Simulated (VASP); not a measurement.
These are PBE GGA with D4 dispersion, VASP's PBE PAW potentials (set 64) (plane waves; VASP 6.6.1) values and carry that method's errors.

A VASP calculation is set up with these files.

**POSCAR**
```
CoAl
1
    2.8771651387     0.0000000000     0.0000000000
    0.0000000000     2.8771651387     0.0000000000
    0.0000000000     0.0000000000     2.8771651387
Al Co
1 1
Direct
  0.5000000000   0.5000000000   0.5000000000
  0.0000000000   0.0000000000   0.0000000000
```

**INCAR**
```
ISIF=2   ! forces and stress, cell fixed
LREAL=F   ! projection in real space or not
IVDW=13
NELM=100   ! most electronic steps
ISMEAR=1
LMAXMIX=4   ! l cut-off of mixed one-centre charges
LCHARG=F
LASPH=T
EDIFF=1E-7   ! SCF stop (eV)
ENCUT=520   ! plane-wave cut-off (eV)
GGA=PE
SIGMA=0.1   ! width (eV)
ALGO=Normal   ! blocked Davidson
LWAVE=F
PREC=Accurate
SYSTEM=CoAl
```

File KPOINTS:
```
Automatic
0
G
13 13 13
0 0 0
```

POTCAR, in this order: Al Co (PBE.64 set). Program: vasp_std.

The run wrote:

**OUTCAR**
```
 ion  position               nearest neighbor table
   1  0.500  0.500  0.500-   2 2.49   2 2.49   2 2.49   2 2.49   2 2.49   2 2.49   2 2.49   2 2.49
  LATTYP: Found a simple cubic cell.
 ALAT       =     2.8771651387
 Subroutine PRICEL returns:
 Original cell was already a primitive cell.
 Subroutine GETGRP returns: Found 48 space group operations
The static configuration has the point symmetry O_h .
The dynamic configuration has the point symmetry O_h .
 Subroutine INISYM returns: Found 48 space group operations
 Subroutine IBZKPT returns following result:
 Found     84 irreducible k-points:

 Following reciprocal coordinates:
            Coordinates               Weight
  0.000000  0.000000  0.000000      1.000000
  0.076923  0.000000  0.000000      6.000000
  0.153846  0.000000  0.000000      6.000000
  0.230769  0.000000  0.000000      6.000000
  0.307692  0.000000  0.000000      6.000000
  0.384615  0.000000  0.000000      6.000000
  0.461538  0.000000  0.000000      6.000000
  0.076923  0.076923  0.000000     12.000000
  0.153846  0.076923  0.000000     24.000000
  0.230769  0.076923  0.000000     24.000000
...
```

### OSZICAR
```
       N       E                     dE             d eps       ncg     rms          rms(c)
DAV:   1     0.353321143128E+02    0.35332E+02   -0.53091E+03  1704   0.124E+03
DAV:   2    -0.122454334751E+02   -0.47578E+02   -0.45096E+02  1694   0.188E+02
DAV:   3    -0.136095545323E+02   -0.13641E+01   -0.13461E+01  1992   0.415E+01
DAV:   4    -0.136349171536E+02   -0.25363E-01   -0.25350E-01  2020   0.501E+00
DAV:   5    -0.136357305107E+02   -0.81336E-03   -0.81334E-03  2004   0.924E-01    0.124E+01
DAV:   6    -0.166877238536E+02   -0.30520E+01   -0.75647E+01  1928   0.128E+02    0.184E+01
DAV:   7    -0.119947745041E+02    0.46929E+01   -0.33986E+01  1858   0.820E+01    0.180E+00
DAV:   8    -0.119936528565E+02    0.11216E-02   -0.23842E-01  1740   0.427E+00    0.120E+00
DAV:   9    -0.119797756724E+02    0.13877E-01   -0.45917E-02  2032   0.305E+00    0.322E-01
DAV:  10    -0.119792500346E+02    0.52564E-03   -0.14108E-03  2094   0.503E-01    0.130E-01
DAV:  11    -0.119792392897E+02    0.10745E-04   -0.28929E-05  1948   0.503E-02    0.224E-02
DAV:  12    -0.119792367082E+02    0.25815E-05   -0.11191E-05  2030   0.455E-02    0.498E-03
DAV:  13    -0.119792365762E+02    0.13203E-06   -0.28279E-07  1492   0.458E-03    0.180E-03
DAV:  14    -0.119792365592E+02    0.17004E-07   -0.74815E-08   872   0.249E-03
   1 F= -.12834779E+02 E0= -.12834855E+02  d E =0.228282E-03
```

### OUTCAR
```
------------------------ aborting loop because EDIFF is reached ----------------------------------------
  Edisp (eV):   -0.85554
  FORCE on cell =-STRESS in cart. coord.  units (eV):
  Direction    XX          YY          ZZ          XY          YZ          ZX
  --------------------------------------------------------------------------------------
  Total      -1.48707    -1.48707    -1.48707     0.00000    -0.00000     0.00000
  in kB    -100.03391  -100.03391  -100.03391     0.00000    -0.00000     0.00000
  external pressure =     -100.03 kB  Pullay stress =        0.00 kB
  volume of cell :       23.82
      direct lattice vectors                 reciprocal lattice vectors
     2.877165139  0.000000000  0.000000000     0.347564339  0.000000000  0.000000000
     0.000000000  2.877165139  0.000000000     0.000000000  0.347564339  0.000000000
     0.000000000  0.000000000  2.877165139     0.000000000  0.000000000  0.347564339
 POSITION                                       TOTAL-FORCE (eV/Angst)
 -----------------------------------------------------------------------------------
      1.43858      1.43858      1.43858         0.000000      0.000000      0.000000
      0.00000      0.00000      0.00000         0.000000      0.000000      0.000000
 -----------------------------------------------------------------------------------
    total drift:                                0.000000      0.000000      0.000000
  FREE ENERGIE OF THE ION-ELECTRON SYSTEM (eV)
  ---------------------------------------------------
  free  energy   TOTEN  =       -12.8347787032 eV

  energy  without entropy=      -12.8350069852  energy(sigma->0) =      -12.83485480
```
(Selected blocks of OUTCAR.)

File OUTCAR:
```
 val. band max:       10.1763613286   @ k =   0.4615   0.3846   0.3077

 cond. band min:      10.1940651050   @ k =   0.4615   0.3846   0.0769


 Fermi energy:        10.1938541339

 k-point     1 :       0.0000    0.0000    0.0000
  band No.  band energies     occupation
      1      -0.6849      2.00000
      2       7.3603      2.00000
      3       7.3603      2.00000
      4       9.3828      2.00000
      5       9.3828      2.00000
      6       9.3828      2.00000
      7      16.0210      0.00000
      8      16.0210      0.00000
      9      16.0210      0.00000
     10      18.8144      0.00000

 k-point     2 :       0.0769    0.0000    0.0000
  band No.  band energies     occupation
      1      -0.5750      2.00000
      2       7.3481      2.00000
      3       7.3901      2.00000
      4       9.3248      2.00000
      5       9.3248      2.00000
      6       9.3888      2.00000
      7      15.0062      0.00000
      8      16.1744      0.00000
      9      16.1744      0.00000
     10      18.8035      0.00000

 k-point     3 :       0.1538    0.0000    0.0000
  band No.  band energies     occupation
      1      -0.2475      2.00000
      2       7.2733      2.00000
      3       7.4740      2.00000
      4       9.1722      2.00000
      5       9.1722      2.00000
      6       9.4055      2.00000
      7      13.3743      0.00000
      8      16.6143      0.00000
      9      16.6143      0.00000
     10      18.7713      0.00000

 k-point     4 :       0.2308    0.0000    0.0000
  band No.  band energies     occupation
      1       0.2914      2.00000
      2       7.0119      2.00000
      3       7.5960      2.00000
      4       8.9740      2.00000
      5       8.9740      2.00000
      6       9.4292      2.00000
      7      11.9395     -0.00000
      8      17.2949      0.00000
      9      17.2949      0.00000
     10      18.7206      0.00000

 k-point     5 :       0.3077    0.0000    0.0000
...
```

The compound is CoAl in the CsCl type structure. This cell is one point of a volume scan, at 1.06 of the reference volume. The run is not spin-polarised, so no magnetic state was tried.
